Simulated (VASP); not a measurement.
Consider the following.

```
CELL_PARAMETERS angstrom
      3.96054     0.00000     0.00000
      0.00000     3.96054     0.00000
      0.00000     0.00000     3.96054
ATOMIC_POSITIONS crystal
  K  0.00000 0.00000 0.00000
  Ta 0.50000 0.50000 0.50000
  O  0.50000 0.00000 0.50000
  O  0.00000 0.50000 0.50000
  O  0.50000 0.50000 0.00000
```

Computed with LDA (Ceperley-Alder, Perdew-Zunger), VASP's LDA PAW potentials (set 64) (plane waves; VASP). Settings: 520 eV cut-off, Gaussian smearing of 0.050 eV, potentials K_sv Ta_pv O.

Unless said otherwise, spin-orbit coupling is left out, though it shifts the bands of the heavy elements here.

Q: Give the energies of bands 11 to 22 at the high-symmetry points, in eV from the valence-band maximum.

A: 
```json
[
 {"band": "11", "Γ": "-2.42", "X": "-5.55", "M": "-5.62", "R": "-5.61"},
 {"band": "12", "Γ": "-2.42", "X": "-2.66", "M": "-5.52", "R": "-5.51"},
 {"band": "13", "Γ": "-2.42", "X": "-2.66", "M": "-4.76", "R": "-5.51"},
 {"band": "14", "Γ": "-1.11", "X": "-2.35", "M": "-2.98", "R": "-4.02"},
 {"band": "15", "Γ": "-1.11", "X": "-2.35", "M": "-2.98", "R": "-4.02"},
 {"band": "16", "Γ": "-1.11", "X": "-2.23", "M": "-1.60", "R": "-4.02"},
 {"band": "17", "Γ": "-0.61", "X": "-1.62", "M": "-1.48", "R": "0.00"},
 {"band": "18", "Γ": "-0.61", "X": "-0.85", "M": "-1.48", "R": "0.00"},
 {"band": "19", "Γ": "-0.61", "X": "-0.85", "M": "-0.04", "R": "0.00"},
 {"band": "20", "Γ": "2.06", "X": "2.24", "M": "5.11", "R": "6.59"},
 {"band": "21", "Γ": "2.06", "X": "5.07", "M": "5.11", "R": "6.59"},
 {"band": "22", "Γ": "2.06", "X": "5.07", "M": "6.42", "R": "6.59"}
]
```

The gap is indirect, 2.06 eV, from the valence maximum at R to the conduction minimum at Γ.

Measured: gap 3.64 eV (computed value off by -1.58 eV), as given by Burak Himmetoglu et al., Journal of Physics Condensed Matter (2016), arXiv:1601.06205.

The compound is KTaO3 in the cubic perovskite structure. It was relaxed first.
